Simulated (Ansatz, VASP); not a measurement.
**Si7C16O14 (amorphous SiO2 against graphene, 7.5 A) in two plane-wave programs**

One calculation is typed for both programs; each brings its own data sets. How far apart do they land? Of the first pair: The structure shown is the start of the Ansatz relaxation below; VASP solves that cell, so the two are compared at the walk's first step.

Main program and level: Ansatz 0.2.0; plane waves, with VASP 6.6.1 beside it; single point at PBE with D3(BJ).

## (1) The starting structure

The cell holds 111 atoms: 48 C, 21 Si and 42 O. Its edges and angles: a = 9.864 Å, b = 12.814 Å, c = 11.370 Å, α = 90.0°, β = 90.0°, γ = 90.0°. It derives from C (one layer of graphene (a = 2.466 A), 4 x 3 rectangular cells). A slab of one layer of graphene (a = 2.466 A), 4 x 3 rectangular cells. 63 atoms (21 Si, 42 O) packed at random between the slab and its periodic image at 2.2 g/cm^3 (a layer of 7.5 A) and pushed apart as soft spheres. Langevin MD at fixed cell with the MACE-MP-0b2 small potential (Batatia et al., arXiv:2401.00096), steps of 1.5 fs: 0.63 ps at 3200 K with the crystal held, 3200 to 1100 K in 1.8 ps with the crystal held, 1100 to 300 K in 0.9 ps with its inner planes held; soft walls kept the melt off the sheet. Then all atoms and the cell's height relaxed. The structure's axis is c.

## (2) Ansatz: relaxation, PBE with D3(BJ)

Ansatz runs on its default PAW (the set named soft_2) files.

The two programs are compared at the cell with which this relaxation starts, whose forces are those of its first step.

The input, input.yaml:

```yaml
crystal:
  lattice:
    - [9.864, 0.0, 0.0]
    - [0.0, 12.81371, 0.0]
    - [0.0, 0.0, 11.36957]
  atoms:
    - { symbol: C, position: [0.99671, 0.99046, 0.07595] }
    - { symbol: C, position: [0.12195, 0.04694, 0.07151] }
    - { symbol: C, position: [0.12209, 0.15709, 0.06595] }
    - { symbol: C, position: [0.99665, 0.21313, 0.06516] }
    - { symbol: C, position: [0.99699, 0.32437, 0.06998] }
    - { symbol: C, position: [0.12202, 0.37999, 0.0761] }
    - { symbol: C, position: [0.12207, 0.49098, 0.08697] }
    - { symbol: C, position: [0.99739, 0.54655, 0.08849] }
    - { symbol: C, position: [0.99809, 0.65782, 0.09625] }
    - { symbol: C, position: [0.12224, 0.71196, 0.1035] }
    - { symbol: C, position: [0.12281, 0.8263, 0.12875] }
    - { symbol: C, position: [0.99544, 0.88135, 0.09208] }
    - { symbol: C, position: [0.24728, 0.99053, 0.07209] }
    - { symbol: C, position: [0.37194, 0.04651, 0.05965] }
    - { symbol: C, position: [0.37164, 0.15773, 0.05867] }
    - { symbol: C, position: [0.24729, 0.21334, 0.06414] }
    - { symbol: C, position: [0.24692, 0.32443, 0.07067] }
    - { symbol: C, position: [0.37199, 0.37998, 0.07455] }
    - { symbol: C, position: [0.37177, 0.49097, 0.08639] }
    - { symbol: C, position: [0.24658, 0.54645, 0.09404] }
    - { symbol: C, position: [0.24645, 0.6579, 0.10143] }
    - { symbol: C, position: [0.37239, 0.7137, 0.09637] }
    - { symbol: C, position: [0.3722, 0.82494, 0.0851] }
    - { symbol: C, position: [0.24917, 0.88129, 0.08912] }
    - { symbol: C, position: [0.49679, 0.9908, 0.05885] }
    - { symbol: C, position: [0.62214, 0.04638, 0.05582] }
    - { symbol: C, position: [0.62184, 0.15783, 0.05507] }
    - { symbol: C, position: [0.49677, 0.21355, 0.05787] }
    - { symbol: C, position: [0.49692, 0.32455, 0.06658] }
    - { symbol: C, position: [0.62188, 0.3801, 0.06978] }
[... 75 atom lines left out ...]
    - { symbol: O, position: [0.8207, 0.5685, 0.68949] }
    - { symbol: O, position: [0.25294, 0.78699, 0.70222] }
    - { symbol: O, position: [0.20476, 0.18848, 0.6787] }
    - { symbol: O, position: [0.02358, 0.56072, 0.53902] }
    - { symbol: O, position: [0.66858, 0.15699, 0.5545] }
    - { symbol: O, position: [0.51845, 0.5607, 0.38812] }
kpoints:
  mp_grid: { grid: [2, 1, 2] }
hamiltonian:
  xc: pbe
  dispersion: d3bj
scf:
  occupations: { method: fermi_dirac, width: 0.1 }
output:
  forces: true
relax:
  f_tol: 0.08
  max_steps: 90
  cell: { fix: [a, b, alpha, beta, gamma] }
```

Started as:

```sh
ansatz run input.yaml --threads 4 --pin off --max-ram 8192MiB --backend cpu --events-out ev --progress --plain --runs-dir out
```

Numbers of over 12 decimals in the logs are rounded to 6 here.

Log:

```text
Engine: ansatz 0.2.0, aarch64-unknown-linux-gnu
Pseudopotentials: kind: paw
Pseudopotential: C, paw, valence charge 4, recommended cutoff 420 eV (normal), C.paw.azcp
Pseudopotential: Si, paw, valence charge 4, recommended cutoff 420 eV (normal), Si.paw.azcp
Pseudopotential: O, paw, valence charge 6, recommended cutoff 420 eV (normal), O.paw.azcp
Functional definition: PBE
  parameter kappa = 0.804
  parameter beta = 0.066725
  exchange = pbe_x(kappa = kappa, mu = beta*pi^2/3)
  correlation = pbe_c(beta = beta)
Crystal: 111 atoms, lattice volume = 1437.050 Å³
Basis set: ecut = 420 eV, 28071 PW (Γ), exchange–correlation on 144×180×160 points (8 copies of the dense FFT grid, shifted against one another)
Bands: 375, of which v1, the nominal top of the filled ones, is band 264 counted from 1 (263 counted from 0)
Symmetry: 1 space group operations
Space group: P1 (ITA 1), of the structure as read, at distance tolerance 1.1e-4 Å
k-points: 4
Non-local potential: C, projectors of the file, l = 0: 2, l = 1: 2, l = 2: 1
Non-local potential: Si, projectors of the file, l = 0: 2, l = 1: 2, l = 2: 2
Non-local potential: O, projectors of the file, l = 0: 2, l = 1: 2, l = 2: 1
PAW form: soft (Blöchl's): semilocal exchange-correlation on the pseudo side does not see the compensation charge
PAW one-centre angular grid: C, 110 points (default); XC on 64 Gauss nodes
PAW one-centre angular grid: Si, 110 points (default); XC on 64 Gauss nodes
PAW one-centre angular grid: O, 110 points (default); XC on 64 Gauss nodes
Initial density: superposition of atomic densities (neutral atoms: chi_scale 0, normalization atom), corrected by the library's trained network
Initial wavefunctions: pseudopotential atomic-orbital guess
Functional: x = pbe(κ = 0.804, μ = 0.219515), c = pbe(β = 0.066725)
SCF iter   1: F=—  HF=-49296.453876 eV  |F-HF|=—  |Δ(HF+E_count)|=         —  Δρ=7.41e-3  dr2=2.44e0  ethr=1.77e-3  ⟨swp⟩=5.0  Hψ=6544  notcnv=0  defer=367
preconditioner: auto → LDOS  [metal: Δε(μ)=0.160 eV  Ē_g=15.692 eV  σ=0.100 eV  W_gap=0.37  n_scr=302 (ndim 8)  ℏωp=22.5 eV  f_vac=0.225  D(μ)=7.72/eV (n_scr^D=28)  β→1.0]
SCF iter   2: F=—  HF=-49296.313567 eV  |F-HF|=—  |Δ(HF+E_count)|=   1.40e-1  Δρ=7.82e-3  dr2=1.47e0  ethr=4.62e-4  ⟨swp⟩=3.0  Hψ=2892  notcnv=0  defer=382
SCF iter   3: F=—  HF=-49296.069797 eV  |F-HF|=—  |Δ(HF+E_count)|=   2.44e-1  Δρ=4.66e-3  dr2=5.43e-1  ethr=2.79e-4  ⟨swp⟩=3.0  Hψ=2877  notcnv=0  defer=372
SCF iter   4: F=—  HF=-49296.022902 eV  |F-HF|=—  |Δ(HF+E_count)|=   4.69e-2  Δρ=2.84e-3  dr2=2.36e-1  ethr=1.03e-4  ⟨swp⟩=2.0  Hψ=2246  notcnv=0  defer=372
SCF iter   5: F=—  HF=-49296.000643 eV  |F-HF|=—  |Δ(HF+E_count)|=   2.23e-2  Δρ=1.79e-3  dr2=7.90e-2  ethr=4.46e-5  ⟨swp⟩=2.0  Hψ=2012  notcnv=0  defer=372
SCF iter   6: F=—  HF=-49295.993736 eV  |F-HF|=—  |Δ(HF+E_count)|=   6.91e-3  Δρ=1.39e-3  dr2=3.00e-2  ethr=1.50e-5  ⟨swp⟩=2.0  Hψ=1956  notcnv=0  defer=372
SCF iter   7: F=—  HF=-49295.989265 eV  |F-HF|=—  |Δ(HF+E_count)|=   4.47e-3  Δρ=9.31e-4  dr2=1.15e-2  ethr=5.68e-6  ⟨swp⟩=2.5  Hψ=2505  notcnv=0  defer=368
SCF iter   8: F=—  HF=-49295.987999 eV  |F-HF|=—  |Δ(HF+E_count)|=   1.27e-3  Δρ=5.45e-4  dr2=3.92e-3  ethr=2.17e-6  ⟨swp⟩=2.0  Hψ=2058  notcnv=0  defer=368
SCF iter   9: F=—  HF=-49295.987540 eV  |F-HF|=—  |Δ(HF+E_count)|=   4.59e-4  Δρ=2.26e-4  dr2=6.03e-4  ethr=7.41e-7  ⟨swp⟩=3.0  Hψ=2096  notcnv=0  defer=368
SCF iter  10: F=—  HF=-49295.987653 eV  |F-HF|=—  |Δ(HF+E_count)|=   1.13e-4  Δρ=1.17e-4  dr2=1.65e-4  ethr=1.14e-7  ⟨swp⟩=3.0  Hψ=2087  notcnv=0  defer=368
SCF iter  11: F=—  HF=-49295.987694 eV  |F-HF|=—  |Δ(HF+E_count)|=   4.15e-5  Δρ=7.66e-5  dr2=7.52e-5  ethr=3.13e-8  ⟨swp⟩=2.0  Hψ=2089  notcnv=0  defer=368
SCF iter  12: F=—  HF=-49295.987446 eV  |F-HF|=—  |Δ(HF+E_count)|=   2.48e-4  Δρ=4.42e-5  dr2=2.36e-5  ethr=1.43e-8  ⟨swp⟩=2.0  Hψ=2246  notcnv=0  defer=368
SCF iter  13: F=—  HF=-49295.987445 eV  |F-HF|=—  |Δ(HF+E_count)|=   1.29e-6  Δρ=2.51e-5  dr2=7.49e-6  ethr=4.47e-9  ⟨swp⟩=2.0  Hψ=2101  notcnv=0  defer=368
SCF iter  14: F=—  HF=-49295.987444 eV  |F-HF|=—  |Δ(HF+E_count)|=   1.01e-6  Δρ=1.42e-5  dr2=2.49e-6  ethr=1.42e-9  ⟨swp⟩=2.0  Hψ=2060  notcnv=0  defer=368
SCF iter  15: F=—  HF=-49295.987444 eV  |F-HF|=—  |Δ(HF+E_count)|=   6.39e-8  Δρ=9.83e-6  dr2=1.25e-6  ethr=4.72e-10  ⟨swp⟩=2.0  Hψ=2092  notcnv=0  defer=368
SCF iter  16: F=—  HF=-49295.987444 eV  |F-HF|=—  |Δ(HF+E_count)|=   4.73e-9  Δρ=7.15e-6  dr2=6.40e-7  ethr=2.37e-10  ⟨swp⟩=2.0  Hψ=2042  notcnv=0  defer=368
SCF iter  17: F=—  HF=-49295.987444 eV  |F-HF|=—  |Δ(HF+E_count)|=   7.26e-8  Δρ=2.94e-6  dr2=1.02e-7  ethr=1.21e-10  ⟨swp⟩=2.0  Hψ=2092  notcnv=0  defer=368
SCF iter  18: F=-49295.987444 eV  HF=-49295.987444 eV  |F-HF|=2.35e-8  |Δ(HF+E_count)|=  8.29e-10  Δρ=1.84e-6  dr2=4.17e-8  ethr=1.89e-11  ⟨swp⟩=4.0  Hψ=4271  notcnv=0
SCF 1 converged in 18 iterations: F = -49295.987444 eV  dr2 = 4.17e-8
[...]
- { symbol: C, position: [0.993614, 0.307532, 0.073492] }
    - { symbol: C, position: [0.118551, 0.363022, 0.080515] }
    - { symbol: C, position: [0.118690, 0.474180, 0.090927] }
    - { symbol: C, position: [0.993892, 0.529850, 0.090930] }
    - { symbol: C, position: [0.994623, 0.641087, 0.098487] }
    - { symbol: C, position: [0.118749, 0.694715, 0.108381] }
    - { symbol: C, position: [0.119040, 0.810736, 0.133175] }
    - { symbol: C, position: [0.991227, 0.865056, 0.092206] }
    - { symbol: C, position: [0.244044, 0.973718, 0.073091] }
    - { symbol: C, position: [0.369016, 0.029546, 0.064404] }
    - { symbol: C, position: [0.368779, 0.141073, 0.063320] }
    - { symbol: C, position: [0.243725, 0.196442, 0.068438] }
    - { symbol: C, position: [0.243590, 0.307420, 0.075803] }
    - { symbol: C, position: [0.368857, 0.363158, 0.078965] }
    - { symbol: C, position: [0.368748, 0.474518, 0.090548] }
    - { symbol: C, position: [0.243393, 0.529623, 0.098104] }
    - { symbol: C, position: [0.242820, 0.640822, 0.106316] }
    - { symbol: C, position: [0.369131, 0.696935, 0.101415] }
    - { symbol: C, position: [0.368625, 0.808745, 0.088821] }
    - { symbol: C, position: [0.245885, 0.864730, 0.089780] }
    - { symbol: C, position: [0.493285, 0.974533, 0.065816] }
    - { symbol: C, position: [0.618399, 0.030112, 0.062316] }
    - { symbol: C, position: [0.618594, 0.141154, 0.060207] }
    - { symbol: C, position: [0.493336, 0.196697, 0.062651] }
[...]
- { symbol: C, position: [0.743726, 0.308341, 0.068281] }
    - { symbol: C, position: [0.868331, 0.363301, 0.074518] }
    - { symbol: C, position: [0.868524, 0.474741, 0.083482] }
    - { symbol: C, position: [0.744000, 0.530002, 0.086379] }
    - { symbol: C, position: [0.744375, 0.642108, 0.089976] }
    - { symbol: C, position: [0.868232, 0.696909, 0.093904] }
    - { symbol: C, position: [0.868548, 0.809045, 0.087587] }
    - { symbol: C, position: [0.743570, 0.863494, 0.075614] }
    - { symbol: Si, position: [0.920748, 1.009912, 0.415056] }
    - { symbol: Si, position: [0.560783, 0.683377, 0.440426] }
    - { symbol: Si, position: [0.582555, 0.464782, 0.431776] }
    - { symbol: Si, position: [0.195536, 0.075433, 0.712029] }
    - { symbol: Si, position: [0.170477, 0.903673, 0.368137] }
    - { symbol: Si, position: [0.674562, 0.646390, 0.715121] }
    - { symbol: Si, position: [0.718780, 0.855886, 0.422923] }
    - { symbol: Si, position: [0.512539, 0.367967, 0.678607] }
    - { symbol: Si, position: [0.409929, 0.555282, 0.771585] }
    - { symbol: Si, position: [0.117543, 0.480101, 0.460835] }
    - { symbol: Si, position: [0.848371, 0.366784, 0.441532] }
    - { symbol: Si, position: [0.235092, 0.679727, 0.739128] }
    - { symbol: Si, position: [0.440256, 0.258439, 0.418075] }
    - { symbol: Si, position: [0.748932, 0.238050, 0.657693] }
    - { symbol: Si, position: [0.799836, 0.834830, 0.684341] }
    - { symbol: Si, position: [0.958286, 0.636275, 0.648257] }
    - { symbol: Si, position: [0.441587, 0.890288, 0.420145] }
    - { symbol: Si, position: [0.700945, 0.169599, 0.399507] }
    - { symbol: Si, position: [0.908692, 0.050121, 0.710273] }
    - { symbol: Si, position: [0.269584, 0.908284, 0.625479] }
    - { symbol: Si, position: [0.247565, 0.278034, 0.570926] }
    - { symbol: O, position: [0.183775, 0.845343, 0.500961] }
    - { symbol: O, position: [0.312535, 0.625608, 0.862420] }
    - { symbol: O, position: [0.426946, 0.285579, 0.582537] }
    - { symbol: O, position: [0.800962, 0.080033, 0.348722] }
    - { symbol: O, position: [0.745264, 0.464392, 0.413093] }
    - { symbol: O, position: [0.592073, 0.925201, 0.368447] }
    - { symbol: O, position: [0.565428, 0.453343, 0.581328] }
    - { symbol: O, position: [0.699444, 0.734222, 0.381406] }
    - { symbol: O, position: [0.778883, 0.275152, 0.357056] }
    - { symbol: O, position: [0.817485, 0.153109, 0.747999] }
    - { symbol: O, position: [0.325926, 0.944140, 0.334010] }
    - { symbol: O, position: [0.598384, 0.665359, 0.584497] }
    - { symbol: O, position: [0.423807, 0.918908, 0.564967] }
    - { symbol: O, position: [0.632377, 0.299647, 0.739427] }
    - { symbol: O, position: [0.851617, 0.937713, 0.759112] }
    - { symbol: O, position: [0.706080, 0.875022, 0.571298] }
    - { symbol: O, position: [0.709385, 0.760800, 0.776255] }
    - { symbol: O, position: [0.494297, 0.369960, 0.368519] }
    - { symbol: O, position: [0.277836, 0.233599, 0.426947] }
    - { symbol: O, position: [0.078184, 0.641942, 0.751846] }
    - { symbol: O, position: [0.119841, 0.814160, 0.269469] }
    - { symbol: O, position: [0.049008, 0.072701, 0.782936] }
    - { symbol: O, position: [0.917599, 0.759814, 0.622752] }
    - { symbol: O, position: [0.332441, 0.603211, 0.647138] }
[...]
- { symbol: O, position: [0.868534, 0.891937, 0.383759] }
    - { symbol: O, position: [0.436985, 0.761385, 0.410271] }
    - { symbol: O, position: [0.817746, 0.582429, 0.702210] }
    - { symbol: O, position: [0.252285, 0.802543, 0.717990] }
    - { symbol: O, position: [0.218200, 0.202178, 0.685292] }
    - { symbol: O, position: [0.013485, 0.565531, 0.535460] }
    - { symbol: O, position: [0.674183, 0.171756, 0.548384] }
    - { symbol: O, position: [0.522568, 0.571871, 0.378095] }
```

In the SCF lines HF is the Harris–Foulkes energy and dr2 the Hartree energy of the density residual, in eV; the loop may stop once dr2 is under the threshold and the program's other checks hold. Hψ counts applications of the Hamiltonian.

## (3) VASP: single point, PBE with D3(BJ), start cell, pair 1

The same cell, functional, mesh and smearing now go to VASP, with its own data sets.

Lines of VASP's logs that name or quote its potential files are left out, and so is its time.

The input, INCAR:

```
SYSTEM = Si7C16O14
PREC = Accurate
ENCUT = 520
EDIFF = 1E-06
NELM = 120
ISMEAR = -1
SIGMA = 0.1
LREAL = Auto
ALGO = Normal
GGA = PE
IVDW = 12
NBANDS = 352
LORBIT = 11
LWAVE = .FALSE.
LCHARG = .FALSE.
ISIF = 2
LASPH = .TRUE.
GGA_COMPAT = .FALSE.
EFERMI = MIDGAP
KPAR = 4
```

The input, POSCAR:

```
Si7C16O14
1.0
    9.8640000000      0.0000000000      0.0000000000
    0.0000000000     12.8137100000      0.0000000000
    0.0000000000      0.0000000000     11.3695700000
C Si O
48 21 42
Direct
    0.9967051906      0.9904625592      0.0759483428
    0.1219484996      0.0469419083      0.0715066621
    0.1220904298      0.1570895549      0.0659479646
    0.9966545012      0.2131310916      0.0651563779
    0.9969890511      0.3243713179      0.0699762612
    0.1220194647      0.3799914311      0.0760978647
    0.1220701541      0.4909819248      0.0869689883
    0.9973945661      0.5465474090      0.0884905938
    0.9980940795      0.6578188518      0.0962481431
    0.1222424980      0.7119561782      0.1035043542
    0.1228102190      0.8263024526      0.1287471734
    0.9954379562      0.8813528635      0.0920791200
    0.2472830495      0.9905327965      0.0720871590
    0.3719383617      0.0465126806      0.0596504529
    0.3716443633      0.1577294944      0.0586741627
    0.2472931873      0.2133418034      0.0641361107
    0.2469180860      0.3244337510      0.0706710984
    0.3719890511      0.3799836269      0.0745498730
    0.3717660178      0.4909663165      0.0863884914
    0.2465835361      0.5464537593      0.0940404958
    0.2464517437      0.6578968932      0.1014286380
    0.3723945661      0.7136965016      0.0963712788
    0.3722019465      0.8249367279      0.0851043619
    0.2491686942      0.8812904303      0.0891238631
    0.4967862936      0.9907981373      0.0588500708
    0.6221411192      0.0463800102      0.0558156553
    0.6218369830      0.1578309483      0.0550680457
    0.4967660178      0.2135525152      0.0578737806
    0.4969180860      0.3245508132      0.0665812339
    0.6218775345      0.3801006890      0.0697827622
[... 75 atom lines left out ...]
    0.8207015410      0.5685004577      0.6894895761
    0.2529399838      0.7869929942      0.7022165306
    0.2047648013      0.1884778101      0.6786976113
    0.0235806975      0.5607197291      0.5390177465
    0.6685827251      0.1569881010      0.5544976635
    0.5184509327      0.5606963167      0.3881237373
```

The input, KPOINTS:

```
Automatic mesh
0
Gamma
2 1 2
0 0 0
```

The projector-augmented-wave data sets are C, Si and O (PBE family, release 64).

Started as:

```sh
mpirun -np 16 vasp_std
```

Log:

```text
[banner, memory and clock lines left out]
running   16 mpi-ranks, on    1 nodes
[...]
|                                                                             |
|           W    W    AA    RRRRR   N    N  II  N    N   GGGG   !!!           |
|           W    W   A  A   R    R  NN   N  II  NN   N  G    G  !!!           |
|           W    W  A    A  R    R  N N  N  II  N N  N  G       !!!           |
|           W WW W  AAAAAA  RRRRR   N  N N  II  N  N N  G  GGG   !            |
|           WW  WW  A    A  R   R   N   NN  II  N   NN  G    G                |
|           W    W  A    A  R    R  N    N  II  N    N   GGGG   !!!           |
|                                                                             |
|     For optimal performance we recommend to set                             |
|       NCORE = 2 up to number-of-cores-per-socket                            |
|     NCORE specifies how many cores store one orbital (NPAR=cpu/NCORE).      |
|     This setting can greatly improve the performance of VASP for DFT.       |
|     The default, NCORE=1 might be grossly inefficient on modern             |
|     multi-core architectures or massively parallel machines. Do your        |
|     Unfortunately you need to use the default for GW and RPA                |
|     calculations (for HF NCORE is supported but not extensively tested      |
|     yet).                                                                   |
|                                                                             |

 LDA part: xc-table for (Slater+PW92), standard interpolation
 POSCAR, INCAR and KPOINTS ok, starting setup
[...]
entering main loop
       N       E                     dE             d eps       ncg     rms          rms(c)
DAV:   1     0.326531929083E+04    0.32653E+04   -0.26626E+05  2816   0.137E+03
DAV:   2    -0.688011282156E+03   -0.39533E+04   -0.38048E+04  3424   0.321E+02
DAV:   3    -0.100993670733E+04   -0.32193E+03   -0.31909E+03  3392   0.942E+01
DAV:   4    -0.101665047233E+04   -0.67138E+01   -0.66871E+01  3440   0.145E+01
[...]
DAV:  20    -0.921820926249E+03   -0.16362E-05   -0.32313E-05  3456   0.133E-02    0.124E-02
DAV:  21    -0.921820924432E+03    0.18166E-05   -0.48351E-06  3232   0.517E-03    0.505E-03
DAV:  22    -0.921820924271E+03    0.16173E-06   -0.89262E-07  2224   0.312E-03
   1 F= -.93568949E+03 E0= -.93554721E+03  d E =-.284565E+00
```

OUTCAR, selected parts (step 3):

```text
  FREE ENERGIE OF THE ION-ELECTRON SYSTEM (eV)
  ---------------------------------------------------
  free  energy   TOTEN  =      -935.6894924285 eV

  energy  without entropy=     -935.4049276611  energy(sigma->0) =     -935.54721004

[... 1 further part left out ...]
```

The run ends at a pressure of 0.69 GPa, with forces up to 2.6 eV/Å.

## (4) Differences

Known differences besides the potentials themselves: the cutoff is 420 eV in Ansatz and 520 eV in VASP (PREC = Accurate, projectors in real space). Total energies have different zeros and are not compared.

Forces on 10 of the 111 atoms, those with the largest forces and the largest differences (eV/Å; atoms numbered as in POSCAR):

```tsv
atom	Ansatz x, y, z	VASP x, y, z
Si52	-0.147, -0.488, -0.255	-0.183, -0.354, -0.185
Si53	0.044, -0.595, -1.043	0.007, -0.577, -1.096
Si58	1.665, 0.811, -1.609	1.743, 0.852, -1.658
Si59	0.738, 0.200, -0.633	0.792, 0.225, -0.664
Si69	-0.834, 0.447, -0.176	-0.860, 0.465, -0.150
O95	-0.889, -0.558, 0.301	-0.898, -0.580, 0.293
O97	0.217, 0.173, 0.482	0.286, 0.124, 0.538
O99	-0.141, 0.302, 0.096	-0.174, 0.298, -0.004
O102	0.099, -0.944, 0.693	0.094, -0.938, 0.702
O109	-0.837, 0.520, 0.724	-0.864, 0.549, 0.759
```

The forces differ by 24 meV/Å r.m.s., which is 8.2 % of the r.m.s. force of 0.286 eV/Å (both taken over all components).

[end of part 1 of 2]

[Lines on the potential files, build, host, timing and source positions are cut from VASP's logs without a mark.]

[Logs are printed without paths, hosts, clocks, repeated set-up lines and the standing remarks that a program may print on its own settings, such as how far it seeks lower states.]

[Hosts, paths, dates, database ids (printed as entryN), source tags and the programs' standing remarks are cut or masked in the printed files.]
